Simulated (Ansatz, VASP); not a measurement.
# Cross-check of Tl2Se between VASP and Ansatz, part 2 of 2

Aim: how closely do two programs agree when they are given the same cell, functional and k mesh? The cell is generated by rule, not measured, and may not be a known phase. The two relaxations start from unlike cells of this crystal (the structure described is Ansatz's start), so only their ends are compared.

VASP 6.6.1 and Ansatz 0.2.0.

So far: Starting point; VASP: relaxation of cell and atoms, PBE.

The structure was built from a prototype and need not be the compound's stable phase.

### 3. Ansatz: relaxation of cell and atoms, PBE

Level of this step: Ansatz beside VASP: Kohn-Sham DFT, plane waves, PBE (Ansatz).

Ansatz runs on its default PAW (the set named soft_2) files.

Its own start cell and the same functional, mesh and smearing now go to Ansatz, which takes its cutoff from its data sets.

input.yaml

```yaml
crystal:
  lattice:
    - [0.0, -3.7870920244, -3.7870920244]
    - [0.0, 3.7870920244, -3.7870920244]
    - [7.5741840488, 0.0, 0.0]
  atoms:
    - { symbol: Se, position: [0.5088994093, 0.4409176969, 0.5] }
    - { symbol: Se, position: [-0.0088994093, 0.0590823031, 0.0] }
    - { symbol: Tl, position: [0.0019382764, 0.5128680267, 0.75] }
    - { symbol: Tl, position: [0.4980617236, -0.0128680267, 0.25] }
    - { symbol: Tl, position: [1.0019382764, 0.5128680267, 0.25] }
    - { symbol: Tl, position: [0.4980617236, -0.0128680267, 0.75] }
kpoints:
  mp_grid: { grid: [6, 6, 4] }
hamiltonian:
  xc: pbe
scf:
  occupations: { method: gaussian, width: 0.02 }
output:
  forces: true
  stress: true
  eigenvalues: true
relax:
  adjacent_minimum: "off"
  f_tol: 0.002
  max_steps: 120
  cell: { stress_tol: 0.03 }
```

Command:

```bash
$ ansatz run input.yaml --threads 4 --pin off --max-ram 7168MiB --backend cpu --events-out ev --progress --plain --runs-dir out
```

Numbers of over 12 decimals in the logs are rounded to 6 here.

The program printed:

```text
Engine: ansatz 0.2.0, aarch64-unknown-linux-gnu
Pseudopotentials: kind: paw
Pseudopotential: Se, paw, valence charge 16, recommended cutoff 420 eV (normal), Se.paw.azcp
Pseudopotential: Tl, paw, valence charge 13, recommended cutoff 420 eV (normal), Tl.paw.azcp
Functional definition: PBE
  parameter kappa = 0.804
  parameter beta = 0.066725
  exchange = pbe_x(kappa = kappa, mu = beta*pi^2/3)
  correlation = pbe_c(beta = beta)
Crystal: 6 atoms, lattice volume = 217.259 Å³
Basis set: ecut = 420 eV, 4209 PW (Γ), exchange–correlation on 72×72×108 points (8 copies of the dense FFT grid, shifted against one another)
Bands: 51, of which v1, the nominal top of the filled ones, is band 42 counted from 1 (41 counted from 0)
Symmetry: 4 space group operations
Space group: P21/m (ITA 11), of the structure as read, at distance tolerance 6.0e-5 Å
k-points: 60 of 144
Non-local potential: Se, projectors of the file, l = 0: 2, l = 1: 2, l = 2: 3, l = 3: 1
Non-local potential: Tl, projectors of the file, l = 0: 2, l = 1: 2, l = 2: 2, l = 3: 1
PAW form: soft (Blöchl's): semilocal exchange-correlation on the pseudo side does not see the compensation charge
PAW one-centre angular grid: Se, 590 points (default); XC on 64 Gauss nodes
PAW one-centre angular grid: Tl, 590 points (default); XC on 64 Gauss nodes
Initial density: superposition of atomic densities (neutral atoms: chi_scale 0, normalization atom), corrected by the library's trained network
Initial wavefunctions: pseudopotential atomic-orbital guess
Functional: x = pbe(κ = 0.804, μ = 0.219515), c = pbe(β = 0.066725)
SCF iter   1: F=—  HF=-56716.634229 eV  |F-HF|=—  |Δ(HF+E_count)|=         —  Δρ=7.95e-4  dr2=1.49e-3  ethr=1.77e-3  ⟨swp⟩=6.4  Hψ=11347  notcnv=0
preconditioner: auto → Resta (q_TF=auto, 2.329 Å⁻¹)  ε∞=4.0  [insulator: Δε(μ)=0.171 eV  Ē_g=11.681 eV  σ=0.020 eV  W_gap=0.51  n_scr=36 (ndim 8)  ℏωp=20.2 eV  f_vac=0.119  D(μ)=0.82/eV (n_scr^D=0)  ε∞_Penn≈4.0]
SCF iter   2: F=—  HF=-56716.631534 eV  |F-HF|=—  |Δ(HF+E_count)|=   2.69e-3  Δρ=4.79e-4  dr2=6.67e-4  ethr=1.77e-6  ⟨swp⟩=2.1  Hψ=5421  notcnv=0  defer=106
preconditioner: auto → LDOS  [insulator: Δε(μ)=0.174 eV  Ē_g=11.681 eV  σ=0.020 eV  W_gap=0.51  n_scr=36 (ndim 8)  ℏωp=20.2 eV  f_vac=0.120  D(μ)=0.83/eV (n_scr^D=2)  ε∞_Penn≈4.0  β→1.0]
SCF iter   3: F=—  HF=-56716.632420 eV  |F-HF|=—  |Δ(HF+E_count)|=   8.86e-4  Δρ=2.59e-4  dr2=3.32e-4  ethr=7.94e-7  ⟨swp⟩=2.0  Hψ=5153  notcnv=0  defer=106
SCF iter   4: F=—  HF=-56716.632334 eV  |F-HF|=—  |Δ(HF+E_count)|=   8.56e-5  Δρ=4.42e-5  dr2=5.81e-6  ethr=3.96e-7  ⟨swp⟩=2.3  Hψ=4762  notcnv=0  defer=106
SCF iter   5: F=—  HF=-56716.632422 eV  |F-HF|=—  |Δ(HF+E_count)|=   8.79e-5  Δρ=2.17e-5  dr2=2.25e-6  ethr=6.92e-9  ⟨swp⟩=2.0  Hψ=5419  notcnv=0  defer=106
SCF iter   6: F=—  HF=-56716.632422 eV  |F-HF|=—  |Δ(HF+E_count)|=   1.17e-7  Δρ=6.75e-6  dr2=2.43e-7  ethr=2.68e-9  ⟨swp⟩=2.8  Hψ=5463  notcnv=0  defer=106
SCF iter   7: F=-56716.632422 eV  HF=-56716.632422 eV  |F-HF|=1.05e-8  |Δ(HF+E_count)|=   8.81e-9  Δρ=2.18e-6  dr2=2.23e-8  ethr=1.19e-10  ⟨swp⟩=8.3  Hψ=12689  notcnv=0
SCF 1 converged in 7 iterations: F = -56716.632422 eV  dr2 = 2.23e-8
  greatest PAW one-centre occupation: 1.000 electrons in one spin orbital (limit 2), on the Se atom at site 1 (counted from 0), in its partial waves of l = 2
relax step   1: F+E_penalty+E_count = -56716.63242232 eV  Δ(F+E_penalty+E_count) = +0.000e0 eV  max|allowed force component| = 7.251e-2 eV/Å  Δτ_max = 0.0000 Å  P = +0.068 GPa  Ω = 217.259 Å³  (7 SCF iters, dr2 threshold 1.00e-7 eV, accepted)
[...]
relax step  20: F+E_penalty+E_count = -56716.86699706 eV  Δ(F+E_penalty+E_count) = -3.025e-5 eV  max|allowed force component| = 6.106e-4 eV/Å  Δτ_max = 0.0021 Å  P = +0.002 GPa  Ω = 224.125 Å³  energy of the carried Pulay correction = -1.150e-3 eV  (7 SCF iters, dr2 threshold 1.07e-9 eV, accepted)
[...]
relax step  21: F+E_penalty+E_count = -56716.86787419 eV  Δ(F+E_penalty+E_count) = -8.771e-4 eV  max|allowed force component| = 5.435e-4 eV/Å  Δτ_max = 0.0000 Å  P = -0.003 GPa  Ω = 224.125 Å³  stress off target by 5.64e-3 GPa  SCF on the basis re-selected at this cell (its energy is not comparable with the rows above)  (8 SCF iters)
basis re-selected at this cell: Δ(F+E_penalty+E_count) = -8.771e-4 eV, ΔP = -0.005 GPa vs the last step (what re-selecting the basis moved, of the pressure what is left beyond the Pulay correction that the steps carried, after the strain that the cell walked since its last selection, with what the two solves' SCF thresholds leave and, on support functions, any second-order correction that the steps lacked; it is no measure of the basis error at this ecutwfc). The dense FFT grid was sized anew with the basis: this SCF ran on 30×48×54 points, the steps before it on 30×45×54, so part of this shift can come from that change (see relax.cell in the input reference). [rest of the remark cut]
SCF converged after 8 iterations
Free energy (F): -56716.867874 eV
Harris-Foulkes:  -56716.867874 eV  (|F-HF|=7.28e-12)
Internal energy: -56716.867874 eV  (E = F + TS)
E sigma→0 (E₀):  -56716.867874 eV
Fermi energy:    6.084628 eV
--- Per-component energies (eV) ---
  E_band       = -996.144328
  E_kinetic    = 1565.215375
  E_local      = -10585.943298  (includes V_loc(G=0)·N_el)
  E_nonlocal   = 78.550562
  E_hartree    = 4677.561350
  E_xc         = -1130.859295
  E_vxc        = -763.096244  (∫ρ·V_xc dr)
  E_paw        = -44474.727658  (= ΣΔE_a)
  E_vpaw       = -645.992471  (= ΣTr[D̂ρ^β])
  E_aug_tail   = -0.001038  (compensation charges beyond the density's cutoff)
  E_ewald      = -6846.663872
  E_smearing   = -0.000000  (= −TS)
  E_closure    = -0.000000  (closes the sum)
  Σ components = -56716.867874   (vs F -56716.867874, Δ=0.00e0)
--- Forces (eV/Å), atoms counted from 1 ---
  atom   1  Se     0.00000000    -0.00020358     0.00022983
  atom   2  Se     0.00000000     0.00020358    -0.00022983
  atom   3  Tl     0.00010402     0.00054348    -0.00053805
  atom   4  Tl     0.00010402    -0.00054348     0.00053805
  atom   5  Tl    -0.00010402     0.00054348    -0.00053805
  atom   6  Tl    -0.00010402    -0.00054348     0.00053805
  max |Σ_I F_I| component: 0.00e0 eV/Å
--- Stress (GPa, compression-positive) ---
       -0.001413       0.000000       0.000000
        0.000000      -0.005251      -0.000951
        0.000000      -0.000951      -0.003347
  P = ⅓ Tr σ = -0.0033 GPa (-0.033 kbar)
--- Band table (eV; the first three rows and the last of 60) ---
  k-point 0: bands = [... 38 lower, 4.4215, 4.8760, 4.8889, 5.5239, 6.2790, 6.7786, 9.4331, 9.4396, ... 5 higher]
  k-point 1: bands = [... 38 lower, 4.3364, 4.4112, 4.7903, 5.5415, 6.7937, 7.5523, 9.2491, 9.4301, ... 5 higher]
  k-point 2: bands = [... 38 lower, 4.5584, 4.5584, 4.8215, 4.8215, 8.1433, 8.1433, 8.9551, 8.9551, ... 5 higher]
  k-point 59: bands = [... 38 lower, 4.5856, 4.5856, 4.5979, 4.5979, 6.8804, 6.8804, 8.5799, 8.5799, ... 5 higher]
--- Relaxed structure (19 steps of the walk, 18 accepted, 2 SCFs on fresh bases) ---
  F+E_penalty+E_count = -56716.86787419 eV   max|allowed force component| = 5.435e-4 eV/Å   (the final SCF, on the basis selected at the relaxed cell)
  cell:  # Å, volume = 224.1254 Å³
    - [0.0, -3.041811, -3.040598]
    - [0.0, 4.875119, -4.873906]
    - [7.559346, 0.0, 0.0]
  atoms:
    - { symbol: Se, position: [0.499991, 0.349605, 0.5] }
    - { symbol: Se, position: [9.215073963467213e-6, 0.150395, 2.2068097876672313e-19] }
    - { symbol: Tl, position: [6.822524903860039e-5, 0.509205, 0.752817] }
    - { symbol: Tl, position: [0.499932, -0.00920526, 0.252817] }
    - { symbol: Tl, position: [1.000068, 0.509205, 0.247183] }
    - { symbol: Tl, position: [0.499932, -0.00920526, 0.747183] }
```

Reading the cycles: dr2 is the Hartree energy of the density residual (eV), the measure of convergence; HF is the Harris–Foulkes estimate of the energy, which meets the free energy F at convergence.

### 4. Differences

Known differences besides the potentials themselves: the data sets hold 84 valence electrons in Ansatz (on its default PAW (the set named soft_2) files) and 64 in VASP; the cutoff is 420 eV in Ansatz and 500 eV in VASP; Ansatz adds a Pulay correction to the stress that steers its cell, VASP none. Total energies have different zeros and are not compared.

Both answers:

```csv
quantity,Ansatz,VASP,difference
volume (Å³),224.13,223.09,+0.46 %
"edge a after relaxation, in the typed setting (Å)",4.301,4.301,+0.00 %
"edge b after relaxation, in the typed setting (Å)",6.894,6.867,+0.39 %
"edge c after relaxation, in the typed setting (Å)",7.559,7.554,+0.08 %
```

### 5. Results

| Item | Value |
| --- | --- |
| difference in volume (relaxation of cell and atoms, PBE) | 0.46 % |

**Reading.** The difference in volume is 0.46 % (relaxation of cell and atoms, PBE), within the 1.2 % picked in this series as the mark of a large difference, as far as the stopping tolerances let one tell. The data sets hold unlike numbers of valence electrons (84 in Ansatz and 64 in VASP), so part of the differences comes from the potentials. How closely two codes agree says nothing of how well the functional describes the real material.

[Lines on the potential files, build, host, timing and source positions are cut from VASP's logs without a mark.]

[Logs are printed without paths, hosts, clocks, repeated set-up lines and the standing remarks that a program may print on its own settings, such as how far it seeks lower states.]

[Hosts, paths, dates, database ids (printed as entryN), source tags and the programs' standing remarks are cut or masked in the printed files.]
